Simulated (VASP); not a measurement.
Given:

```yaml
crystal:
  lattice:
    - [2.19874, -3.80833, 0.00000]
    - [2.19874, 3.80833, 0.00000]
    - [0.00000, 0.00000, 7.15872]
  atoms:
    - { symbol: Cd, position: [0.66667, 0.33333, 0.50011] }
    - { symbol: Cd, position: [0.33333, 0.66667, 0.00011] }
    - { symbol: Se, position: [0.66667, 0.33333, 0.87589] }
    - { symbol: Se, position: [0.33333, 0.66667, 0.37589] }
```

All values below come from PBE GGA, VASP's PBE PAW potentials (set 64) (plane waves; VASP). Run with 520 eV cut-off, 5×5×3 Γ-centred mesh, Gaussian smearing of 0.050 eV, potentials Cd Se.

### Question
What does the run give for the energy per atom (σ→0)?

### Answer

The energy per atom (σ→0) comes out as -2.745 eV/atom.

The compound is CdSe in the wurtzite structure. It was relaxed first, which changed the volume by +7 %. The start is the result of an earlier pass.
